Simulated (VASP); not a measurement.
These are PBE GGA, VASP's PBE PAW potentials (set 64) (plane waves; VASP) values and carry that method's errors.

Input for VASP

File KPOINTS:
```
Automatic mesh
0
Gamma
  8 8 8
0 0 0
```

POSCAR:
```
LaS
1
    0.0000000000     3.6026660000     3.6026660000
    3.6026660000     0.0000000000     3.6026660000
    3.6026660000     3.6026660000     0.0000000000
La S
1 1
Direct
  0.0000000000   0.0000000000   0.0000000000
  0.2500000000   0.2500000000   0.2500000000
```

INCAR:
```
# general
SYSTEM  = LaS
PREC    = Accurate
ENCUT   = 400
LREAL   = .FALSE.
LASPH   = .TRUE.

# electronic loop
EDIFF   = 1E-6   # SCF stop (eV)
NELM    = 100   # most electronic steps
ALGO    = Normal   # blocked Davidson
LMAXMIX = 6   # l cut-off of mixed one-centre charges

# smearing
ISMEAR  = 1   # Methfessel-Paxton
SIGMA   = 0.1

# functional
GGA     = PE

# ions
IBRION  = 2
NSW     = 60
ISIF    = 3   # ions, shape and volume
EDIFFG  = -0.01   # ionic stop

# output
LWAVE   = .FALSE.
LCHARG  = .FALSE.
```

POTCAR, in this order: La S (PBE.64 set). Program: vasp_std.

The run wrote:

OUTCAR:
```
 ion  position               nearest neighbor table
   1  0.000  0.000  0.000-   2 3.12   2 3.12   2 3.12   2 3.12
   2  0.250  0.250  0.250-   1 3.12   1 3.12   1 3.12   1 3.12
  LATTYP: Found a face centered cubic cell.
 ALAT       =     7.2053320000
 Subroutine PRICEL returns:
 Original cell was already a primitive cell.
 Subroutine GETGRP returns: Found 24 space group operations
The static configuration has the point symmetry T_d .
The dynamic configuration has the point symmetry T_d .
 Subroutine INISYM returns: Found 24 space group operations
 Subroutine IBZKPT returns following result:
 Found     29 irreducible k-points:

 Following reciprocal coordinates:
            Coordinates               Weight
  0.000000  0.000000  0.000000      1.000000
  0.125000  0.000000  0.000000      8.000000
  0.250000  0.000000  0.000000      8.000000
  0.375000  0.000000  0.000000      8.000000
  0.500000  0.000000  0.000000      4.000000
  0.125000  0.125000  0.000000      6.000000
  0.250000  0.125000  0.000000     24.000000
  0.375000  0.125000  0.000000     24.000000
  0.500000  0.125000  0.000000     24.000000
 -0.375000  0.125000  0.000000     24.000000
 -0.250000  0.125000  0.000000     24.000000
 -0.125000  0.125000  0.000000     12.000000
  0.250000  0.250000  0.000000      6.000000
  0.375000  0.250000  0.000000     24.000000
  0.500000  0.250000  0.000000     24.000000
 -0.375000  0.250000  0.000000     24.000000
 -0.250000  0.250000  0.000000     12.000000
  0.375000  0.375000  0.000000      6.000000
  0.500000  0.375000  0.000000     24.000000
 -0.375000  0.375000  0.000000     12.000000
  0.500000  0.500000  0.000000      3.000000
  0.375000  0.250000  0.125000     24.000000
  0.500000  0.250000  0.125000     48.000000
 -0.375000  0.250000  0.125000     24.000000
  0.500000  0.375000  0.125000     24.000000
 -0.375000  0.375000  0.125000     48.000000
 -0.250000  0.375000  0.125000     24.000000
 -0.375000  0.500000  0.125000     12.000000
 -0.250000  0.500000  0.250000      6.000000
   k-points           NKPTS =     29   k-points in BZ     NKDIM =     29   number of bands    NBANDS=     12
   number of dos      NEDOS =    301   number of ions     NIONS =      2
   total plane-waves  NPLWV =  46656
   dimension x,y,z NGX =    36 NGY =   36 NGZ =   36
   dimension x,y,z NGXF=    72 NGYF=   72 NGZF=   72
   ions per type =               1   1
   PREC   = accura    normal or accurate (medium, high low for compatibility)
   ISTART =      0    job   : 0-new  1-cont  2-samecut
   ICHARG =      2    charge: 1-file 2-atom 10-const
   ISPIN  =      1    spin polarized calculation?
   LNONCOLLINEAR =      F non collinear calculations
   LSORBIT =      F    spin-orbit coupling
   INIWAV =      1    electr: 0-lowe 1-rand  2-diag
   ENCUT  =  400.0 eV  29.40 Ry    5.42 a.u.   8.31  8.31  8.31*2*pi/ulx,y,z
   NELM   =    100;   NELMIN=  2; NELMDL= -5     # of ELM steps
   EDIFF  = 0.1E-05   stopping-criterion for ELM
   LREAL  =      F    real-space projection
   NLSPLINE    = F    spline interpolate recip. space projectors
   LMAXMIX     =    6 max onsite mixed and CHGCAR
   VOSKOWN=      0    Vosko Wilk Nusair interpolation
   EDIFFG = -.1E-01   stopping-criterion for IOM
   NSW    =     60    number of steps for IOM
   NBLOCK =      1;   KBLOCK =     60    inner block; outer block
   IBRION =      2    ionic relax: 0-MD 1-quasi-New 2-CG
   NFREE  =      1    steps in history (QN), initial steepest desc. (CG)
   ISIF   =      3    stress and relaxation
   ISYM   =      2    0-nonsym 1-usesym 2-fastsym
   TEIN   =    0.0    initial temperature
   TEBEG  =    0.0;   TEEND  =   0.0 temperature during run
   SMASS  =  -3.00    Nose mass-parameter (am)
...
```

File OSZICAR:
```
...
DAV:   2    -0.147936388125E+02    0.91530E+01   -0.21481E+01  1136   0.872E+01    0.857E+00
DAV:   3    -0.121539156168E+02    0.26397E+01   -0.11697E+01  1076   0.309E+01    0.711E+00
DAV:   4    -0.122780271834E+02   -0.12411E+00   -0.93202E-01  1132   0.145E+01    0.189E+00
DAV:   5    -0.122737115382E+02    0.43156E-02   -0.42950E-01  1340   0.624E+00    0.713E-01
DAV:   6    -0.122746737251E+02   -0.96219E-03   -0.20453E-02  1012   0.112E+00    0.634E-01
DAV:   7    -0.122894646173E+02   -0.14791E-01   -0.12857E-01  1204   0.377E+00    0.106E+00
DAV:   8    -0.122764499210E+02    0.13015E-01   -0.36461E-02  1200   0.215E+00    0.385E-01
DAV:   9    -0.122760147756E+02    0.43515E-03   -0.55769E-03  1320   0.517E-01    0.696E-02
DAV:  10    -0.122760108739E+02    0.39017E-05   -0.52599E-04  1276   0.258E-01    0.328E-02
DAV:  11    -0.122760105585E+02    0.31538E-06   -0.32027E-05  1048   0.531E-02    0.272E-02
DAV:  12    -0.122760039637E+02    0.65948E-05   -0.10276E-05  1164   0.417E-02    0.628E-03
DAV:  13    -0.122760035695E+02    0.39411E-06   -0.38340E-06   840   0.228E-02
   2 F= -.12276004E+02 E0= -.12276288E+02  d E =-.765705E+00
       N       E                     dE             d eps       ncg     rms          rms(c)
DAV:   1    -0.125275556106E+02   -0.25155E+00   -0.57406E+00   912   0.247E+01    0.318E+00
DAV:   2    -0.123262034733E+02    0.20135E+00   -0.21325E+00  1164   0.185E+01    0.751E-01
DAV:   3    -0.123050530524E+02    0.21150E-01   -0.91912E-02  1108   0.264E+00    0.311E-01
DAV:   4    -0.123014659530E+02    0.35871E-02   -0.18523E-02  1180   0.104E+00    0.274E-01
DAV:   5    -0.123011192920E+02    0.34666E-03   -0.10270E-03  1144   0.258E-01    0.222E-01
DAV:   6    -0.123009282765E+02    0.19102E-03   -0.84387E-04  1152   0.275E-01    0.153E-01
DAV:   7    -0.123007286099E+02    0.19967E-03   -0.11648E-03  1172   0.230E-01    0.271E-02
DAV:   8    -0.123007347142E+02   -0.61043E-05   -0.11384E-04  1084   0.737E-02    0.298E-02
DAV:   9    -0.123007275639E+02    0.71503E-05   -0.35157E-05  1252   0.631E-02    0.461E-03
DAV:  10    -0.123007273258E+02    0.23818E-06   -0.94977E-06  1180   0.288E-02
   3 F= -.12300727E+02 E0= -.12301142E+02  d E =-.790429E+00
       N       E                     dE             d eps       ncg     rms          rms(c)
DAV:   1    -0.123042595872E+02   -0.35320E-02   -0.10705E-01   924   0.348E+00    0.362E-01
DAV:   2    -0.123009851381E+02    0.32744E-02   -0.11575E-02  1188   0.163E+00    0.134E-01
DAV:   3    -0.123003744534E+02    0.61068E-03   -0.32700E-03  1160   0.524E-01    0.606E-02
DAV:   4    -0.123003669174E+02    0.75361E-05   -0.12655E-04  1264   0.919E-02    0.390E-02
DAV:   5    -0.123003591877E+02    0.77297E-05   -0.19302E-05  1384   0.426E-02    0.134E-02
DAV:   6    -0.123003570645E+02    0.21233E-05   -0.30726E-06   800   0.234E-02    0.292E-03
DAV:   7    -0.123003576115E+02   -0.54699E-06   -0.72760E-07   688   0.149E-02
   4 F= -.12300358E+02 E0= -.12300784E+02  d E =-.790059E+00
       N       E                     dE             d eps       ncg     rms          rms(c)
DAV:   1    -0.123003928383E+02   -0.35774E-04   -0.15473E-04   924   0.128E-01    0.145E-02
DAV:   2    -0.123003879433E+02    0.48950E-05   -0.17391E-05  1380   0.560E-02    0.568E-03
DAV:   3    -0.123003868601E+02    0.10832E-05   -0.60828E-06  1120   0.230E-02    0.281E-03
DAV:   4    -0.123003870564E+02   -0.19626E-06   -0.22559E-07   636   0.591E-03
   5 F= -.12300387E+02 E0= -.12300813E+02  d E =-.294449E-04
       N       E                     dE             d eps       ncg     rms          rms(c)
DAV:   1    -0.123005168887E+02   -0.13003E-03   -0.13500E-03   924   0.393E-01    0.403E-02
DAV:   2    -0.123004763042E+02    0.40584E-04   -0.13330E-04  1336   0.180E-01    0.156E-02
DAV:   3    -0.123004680324E+02    0.82718E-05   -0.49041E-05  1152   0.663E-02    0.803E-03
DAV:   4    -0.123004684906E+02   -0.45818E-06   -0.16174E-06   668   0.145E-02
   6 F= -.12300468E+02 E0= -.12300894E+02  d E =-.110879E-03
       N       E                     dE             d eps       ncg     rms          rms(c)
DAV:   1    -0.123004707351E+02   -0.27027E-05   -0.81269E-07   664   0.129E-02    0.829E-04
DAV:   2    -0.123004707592E+02   -0.24146E-07   -0.22123E-07   444   0.107E-02
   7 F= -.12300471E+02 E0= -.12300896E+02  d E =-.226868E-05
       N       E                     dE             d eps       ncg     rms          rms(c)
DAV:   1    -0.123004748631E+02   -0.41280E-05   -0.36677E-06   920   0.213E-02    0.206E-03
DAV:   2    -0.123004747092E+02    0.15387E-06   -0.21028E-07   440   0.737E-03
   8 F= -.12300475E+02 E0= -.12300899E+02  d E =-.621866E-05
       N       E                     dE             d eps       ncg     rms          rms(c)
DAV:   1    -0.123004828583E+02   -0.79952E-05   -0.10818E-05   888   0.382E-02    0.342E-03
DAV:   2    -0.123004824440E+02    0.41432E-06   -0.78873E-07   672   0.128E-02
   9 F= -.12300482E+02 E0= -.12300907E+02  d E =-.139534E-04
       N       E                     dE             d eps       ncg     rms          rms(c)
DAV:   1    -0.123004993857E+02   -0.16527E-04   -0.47447E-05   912   0.775E-02    0.763E-03
DAV:   2    -0.123004977069E+02    0.16788E-05   -0.49630E-06   916   0.271E-02    0.283E-03
DAV:   3    -0.123004974860E+02    0.22095E-06   -0.13205E-06   684   0.136E-02
  10 F= -.12300497E+02 E0= -.12300922E+02  d E =-.289954E-04
       N       E                     dE             d eps       ncg     rms          rms(c)
DAV:   1    -0.123005342316E+02   -0.36525E-04   -0.22519E-04   924   0.169E-01    0.153E-02
DAV:   2    -0.123005275964E+02    0.66352E-05   -0.24005E-05  1384   0.699E-02    0.639E-03
DAV:   3    -0.123005261594E+02    0.14370E-05   -0.91288E-06  1160   0.291E-02    0.352E-03
DAV:   4    -0.123005263736E+02   -0.21414E-06   -0.33916E-07   640   0.715E-03
  11 F= -.12300526E+02 E0= -.12300950E+02  d E =-.578830E-04
       N       E                     dE             d eps       ncg     rms          rms(c)
DAV:   1    -0.123006111486E+02   -0.84989E-04   -0.92378E-04   924   0.325E-01    0.332E-02
DAV:   2    -0.123005833568E+02    0.27792E-04   -0.90255E-05  1304   0.145E-01    0.128E-02
DAV:   3    -0.123005777505E+02    0.56063E-05   -0.33410E-05  1160   0.547E-02    0.669E-03
DAV:   4    -0.123005781462E+02   -0.39570E-06   -0.10442E-06   668   0.121E-02
  12 F= -.12300578E+02 E0= -.12301001E+02  d E =-.109656E-03
       N       E                     dE             d eps       ncg     rms          rms(c)
DAV:   1    -0.123007892130E+02   -0.21146E-03   -0.36844E-03   924   0.651E-01    0.663E-02
DAV:   2    -0.123006805305E+02    0.10868E-03   -0.35978E-04  1368   0.291E-01    0.258E-02
DAV:   3    -0.123006578802E+02    0.22650E-04   -0.13654E-04  1160   0.111E-01    0.137E-02
DAV:   4    -0.123006586709E+02   -0.79074E-06   -0.66362E-06  1168   0.257E-02
  13 F= -.12300659E+02 E0= -.12301079E+02  d E =-.190180E-03
       N       E                     dE             d eps       ncg     rms          rms(c)
DAV:   1    -0.123012527081E+02   -0.59483E-03   -0.14795E-02   924   0.131E+00    0.132E-01
DAV:   2    -0.123008139568E+02    0.43875E-03   -0.14025E-03  1232   0.578E-01    0.507E-02
DAV:   3    -0.123007252170E+02    0.88740E-04   -0.50873E-04  1160   0.215E-01    0.262E-02
DAV:   4    -0.123007266944E+02   -0.14774E-05   -0.23080E-05  1292   0.450E-02    0.148E-02
DAV:   5    -0.123007292483E+02   -0.25539E-05   -0.22116E-06   776   0.165E-02    0.550E-03
DAV:   6    -0.123007303218E+02   -0.10734E-05   -0.72376E-07   692   0.105E-02    0.849E-04
DAV:   7    -0.123007302496E+02    0.72155E-07   -0.22958E-07   432   0.108E-02
  14 F= -.12300730E+02 E0= -.12301145E+02  d E =-.261759E-03
```

### OUTCAR
```
------------------------ aborting loop because EDIFF is reached ----------------------------------------
  FORCE on cell =-STRESS in cart. coord.  units (eV):
  Direction    XX          YY          ZZ          XY          YZ          ZX
  --------------------------------------------------------------------------------------
  Total       -0.0035591     -0.0035591     -0.0035591     -0.0000000      0.0000000     -0.0000000
  in kB       -0.0827108     -0.0827108     -0.0827108     -0.0000000      0.0000000     -0.0000000
  external PRESSURE =      -0.0827108 kB  Pullay stress =       0.0000000 kB
  volume of cell :       68.94
      direct lattice vectors                 reciprocal lattice vectors
    -0.000000000  3.254517066  3.254517066    -0.153632625  0.153632625  0.153632625
     3.254517066  0.000000000  3.254517066     0.153632625 -0.153632625  0.153632625
     3.254517066  3.254517066 -0.000000000     0.153632625  0.153632625 -0.153632625
 POSITION                                       TOTAL-FORCE (eV/Angst)
 -----------------------------------------------------------------------------------
      0.00000      0.00000      0.00000        -0.000000     -0.000000     -0.000000
      1.62726      1.62726      1.62726         0.000000      0.000000      0.000000
 -----------------------------------------------------------------------------------
    total drift:                                0.000000      0.000000      0.000000
  FREE ENERGIE OF THE ION-ELECTRON SYSTEM (eV)
  ---------------------------------------------------
  free  energy   TOTEN  =       -12.3007302496 eV

  energy  without entropy=      -12.3019755889  energy(sigma->0) =      -12.30114536

 reached required accuracy - stopping structural energy minimisation
```
(Selected blocks of OUTCAR.)

File CONTCAR:
```
LaS
   1.00000000000000
    -0.0000000000000000    3.2545170655327733    3.2545170655327733
     3.2545170655327733    0.0000000000000000    3.2545170655327733
     3.2545170655327733    3.2545170655327733   -0.0000000000000000
  La              S
     1     1
Direct
     0.0000000000000000    0.0000000000000000    0.0000000000000000
     0.2500000000000000    0.2500000000000000    0.2500000000000000
```

OUTCAR:
```
 val. band max:        5.8352075210   @ k =   0.3750   0.2500   0.0000

 cond. band min:       5.9259528347   @ k =  -0.3750   0.2500   0.1250


 Fermi energy:         5.9115094412

 k-point     1 :       0.0000    0.0000    0.0000
  band No.  band energies     occupation
      1     -27.6375      2.00000
      2     -11.2900      2.00000
      3     -11.2900      2.00000
      4     -11.2900      2.00000
      5      -7.6848      2.00000
      6       1.4179      2.00000
      7       1.4179      2.00000
      8       1.4179      2.00000
      9       5.3623      2.00000
     10       7.0767     -0.00000
     11       7.0767     -0.00000
     12       7.0767     -0.00000

 k-point     2 :       0.1250    0.0000    0.0000
  band No.  band energies     occupation
      1     -27.6345      2.00000
      2     -11.3817      2.00000
      3     -11.2972      2.00000
      4     -11.2972      2.00000
      5      -7.5794      2.00000
      6       1.3800      2.00000
      7       1.4753      2.00000
      8       1.4753      2.00000
      9       5.6743      2.00402
     10       6.9576     -0.00000
     11       6.9576     -0.00000
     12       7.0590     -0.00000

 k-point     3 :       0.2500    0.0000    0.0000
  band No.  band energies     occupation
      1     -27.6269      2.00000
      2     -11.5832      2.00000
      3     -11.3144      2.00000
      4     -11.3144      2.00000
      5      -7.3516      2.00000
      6       1.4031      2.00000
      7       1.6093      2.00000
      8       1.6093      2.00000
      9       6.2082     -0.00022
     10       6.8190     -0.00000
     11       6.8190     -0.00000
     12       7.0217     -0.00000

 k-point     4 :       0.3750    0.0000    0.0000
  band No.  band energies     occupation
      1     -27.6194      2.00000
      2     -11.7629      2.00000
      3     -11.3315      2.00000
      4     -11.3315      2.00000
      5      -7.1558      2.00000
      6       1.5827      2.00000
...
```

Energy and stress use the plane-wave basis of the starting cell.

The structure was generated: LaS was put into the zinc blende type (F-43m), which need not be its known phase. This run relaxes it. Symmetry was kept, so distortions that lower it aren't found. The electron count is odd and the run is not spin-polarised, which forces a metal.
